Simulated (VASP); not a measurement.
Crystal: CsSi2.

```
Cs Si
1.0
     6.37157    0.00000    0.00000
    -3.18578    5.51794    0.00000
     0.00000    0.00000    4.47866
Cs Si
1 2
Direct
  0.00000 0.00000 0.00000
  0.66667 0.33333 0.25039
  0.66667 0.33333 0.74961
```

The cell was built by a generator and needn't be a form met in nature.

* Program: VASP 6.6.1
* Task: relaxation of cell and atoms
* Functional: PW91
* Potentials or basis: VASP PAW PBE potentials, release 64 (Cs_sv, Si)
* Cutoff: 600 eV
* k mesh: 5 × 5 × 6
* Occupations: fermi-dirac, width 0.05 eV
* Spin: no spin polarisation

At the start: pressure -0.5 GPa; volume 52.49 Å³/atom.

Problem. How do energy, volume and symmetry change on relaxing?

Solution. Over 12 steps the energy falls by 10.9 meV/atom and the volume is 51.29 Å³/atom (-2.3 %); space group P-6m2 (No. 187, to 0.05 Å).

The path:
```tsv
step	energy change (eV)	largest force (eV/Å)	pressure (GPa)	volume (Å³)
1	0.0000	0.1710	-0.51	157.46
2	-0.0284	0.3873	-0.09	153.62
3	-0.0284	0.3963	-0.07	153.56
4	-0.0199	0.2835	0.68	151.39
5	-0.0314	0.1958	0.16	152.79
6	-0.0315	0.1841	-0.09	153.72
7	-0.0328	0.0010	0.03	153.25
8	-0.0328	0.0033	0.03	153.40
9	-0.0328	0.0146	0.01	153.85
10	-0.0328	0.0119	0.01	153.75
11	-0.0328	0.0109	-0.02	154.02
12	-0.0328	0.0019	0.00	153.87
```

Final structure:
```xyz
3
Lattice="6.3841 0.0000 0.0000 -3.1921 5.5288 0.0000 0.0000 0.0000 4.3595" Properties=species:S:1:pos:R:3 pbc="T T T"
Cs   -3.1921    5.5288    0.0000
Si    3.1921    1.8429    1.0900
Si    3.1921    1.8429    3.2694
```

Caveat: the PAW data sets were made with another functional, which shifts forces and pressure a little.
